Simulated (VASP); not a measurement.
Input:

```
CELL_PARAMETERS angstrom
      0.00000     3.04192     3.04192
      3.04192     0.00000     3.04192
      3.04192     3.04192     0.00000
ATOMIC_POSITIONS crystal
  Al 0.25000 0.25000 0.25000
  Al 0.75000 0.75000 0.75000
  Au 0.00000 0.00000 0.00000
```

Level of theory: revPBE GGA, VASP's PBE PAW potentials (set 64) (plane waves; VASP 6.6.1). Numerical set-up: 520 eV cut-off, Gaussian smearing of 0.050 eV, potentials Al Au.

Question: Give the energies of bands 1 to 11 at the high-symmetry points, in eV from the Fermi level.

Answer: 
```json
[
 {"band": "1", "Γ": "-10.22", "X": "-7.05", "U": "-7.14", "L": "-8.23", "W": "-6.80"},
 {"band": "2", "Γ": "-6.36", "X": "-6.81", "U": "-6.57", "L": "-6.25", "W": "-6.80"},
 {"band": "3", "Γ": "-6.36", "X": "-6.06", "U": "-6.33", "L": "-6.13", "W": "-6.08"},
 {"band": "4", "Γ": "-6.36", "X": "-5.60", "U": "-5.70", "L": "-6.13", "W": "-6.02"},
 {"band": "5", "Γ": "-5.45", "X": "-5.60", "U": "-5.39", "L": "-5.34", "W": "-5.60"},
 {"band": "6", "Γ": "-5.45", "X": "-5.17", "U": "-5.36", "L": "-5.34", "W": "-5.04"},
 {"band": "7", "Γ": "2.06", "X": "-4.86", "U": "-4.49", "L": "-5.28", "W": "-3.91"},
 {"band": "8", "Γ": "2.96", "X": "-1.99", "U": "-3.29", "L": "0.40", "W": "-3.91"},
 {"band": "9", "Γ": "2.96", "X": "-1.99", "U": "-1.28", "L": "0.40", "W": "-2.10"},
 {"band": "10", "Γ": "2.96", "X": "1.08", "U": "1.75", "L": "3.27", "W": "4.00"},
 {"band": "11", "Γ": "3.75", "X": "2.11", "U": "4.30", "L": "3.35", "W": "4.00"}
]
```

It has no gap at this level: it comes out as a metal or semimetal.

The compound is AuAl2 in the fluorite structure. It was relaxed first. The electron count is odd and the run is not spin-polarised, which forces a metal.
